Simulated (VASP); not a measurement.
Method: LDA (Ceperley-Alder, Perdew-Zunger), VASP's LDA PAW potentials (set 64) (plane waves; VASP).

VASP ran on this input.

### POSCAR
```
P
1
    1.7129435357     0.9889686131     2.9294569359
   -1.7129435357     0.9889686131     2.9294569359
    0.0000000000    -1.9779372262     2.9294569359
P
2
Direct
  0.2329911504   0.2329911504   0.2329911504
  0.7670088496   0.7670088496   0.7670088496
```

File KPOINTS:
```
Automatic mesh
0
Gamma
14 14 14
0 0 0
```

### INCAR
```
SYSTEM = P
PREC = Accurate
ENCUT = 400
EDIFF = 1E-7
NELM = 100
ALGO = Normal
LREAL = .FALSE.
LASPH = .TRUE.
ISMEAR = -5
LWAVE = .FALSE.
LCHARG = .TRUE.
LORBIT = 11
NEDOS = 601
ISIF = 2
```

POTCAR, in this order: P (LDA.64 set). Program: vasp_std.

What VASP printed:

File OSZICAR:
```
       N       E                     dE             d eps       ncg     rms          rms(c)
DAV:   1     0.163592013429E+02    0.16359E+02   -0.41467E+03  5248   0.785E+02
DAV:   2    -0.114509437661E+02   -0.27810E+02   -0.27320E+02  8088   0.116E+02
DAV:   3    -0.121941009609E+02   -0.74316E+00   -0.74105E+00  6455   0.204E+01
DAV:   4    -0.121991027849E+02   -0.50018E-02   -0.50034E-02  7617   0.174E+00
DAV:   5    -0.121991217405E+02   -0.18956E-04   -0.18902E-04  6668   0.780E-02    0.735E+00
DAV:   6    -0.121603235766E+02    0.38798E-01   -0.12660E-02  6296   0.746E-01    0.435E+00
DAV:   7    -0.121400619275E+02    0.20262E-01   -0.23980E-02  6020   0.107E+00    0.102E-01
DAV:   8    -0.121399257622E+02    0.13617E-03   -0.14250E-03  6133   0.316E-01    0.569E-02
DAV:   9    -0.121399316355E+02   -0.58733E-05   -0.56503E-05  6460   0.632E-02    0.402E-02
DAV:  10    -0.121399296712E+02    0.19643E-05   -0.48095E-06  6640   0.160E-02    0.861E-03
DAV:  11    -0.121399301017E+02   -0.43052E-06   -0.34776E-07  6191   0.524E-03    0.114E-03
DAV:  12    -0.121399307504E+02   -0.64867E-06   -0.86906E-08  2995   0.187E-03    0.826E-04
DAV:  13    -0.121399307713E+02   -0.20877E-07   -0.68722E-09  2859   0.763E-04
   1 F= -.12139931E+02 E0= -.12139931E+02  d E =0.000000E+00
```

**OUTCAR**
```
------------------------ aborting loop because EDIFF is reached ----------------------------------------
  FORCE on cell =-STRESS in cart. coord.  units (eV):
  Direction    XX          YY          ZZ          XY          YZ          ZX
  --------------------------------------------------------------------------------------
  Total        0.0470334      0.0470334      0.0455693      0.0000000      0.0000000     -0.0000000
  in kB        2.5307721      2.5307731      2.4519906      0.0000000      0.0000000     -0.0000000
  external PRESSURE =       2.5045120 kB  Pullay stress =       0.0000000 kB
  volume of cell :       29.78
      direct lattice vectors                 reciprocal lattice vectors
     1.712943536  0.988968613  2.929456936     0.291895202  0.168525739  0.113786733
    -1.712943536  0.988968613  2.929456936    -0.291895202  0.168525739  0.113786733
     0.000000000 -1.977937226  2.929456936     0.000000000 -0.337051479  0.113786733
 POSITION                                       TOTAL-FORCE (eV/Angst)
 -----------------------------------------------------------------------------------
      0.00000      0.00000      2.04761         0.000000      0.000000     -0.026483
      0.00000      0.00000      6.74076         0.000000      0.000000      0.026483
 -----------------------------------------------------------------------------------
    total drift:                                0.000000      0.000000     -0.000000
  FREE ENERGIE OF THE ION-ELECTRON SYSTEM (eV)
  ---------------------------------------------------
  free  energy   TOTEN  =       -12.1399307713 eV

  energy  without entropy=      -12.1399307713  energy(sigma->0) =      -12.13993077

 total charge

# of ion       s       p       d       tot
------------------------------------------
    1        1.086   1.354   0.000   2.440
    2        1.086   1.354   0.000   2.440
--------------------------------------------------
tot          2.171   2.709   0.000   4.880
```
(Selected blocks of OUTCAR.)

For a metal the tetrahedron method with Blöchl corrections gives inexact stress and forces.

The structure comes from a computed database's P entry (R-3m); how it stands against other phases isn't given here. It was relaxed first, which changed the volume by -8 %.
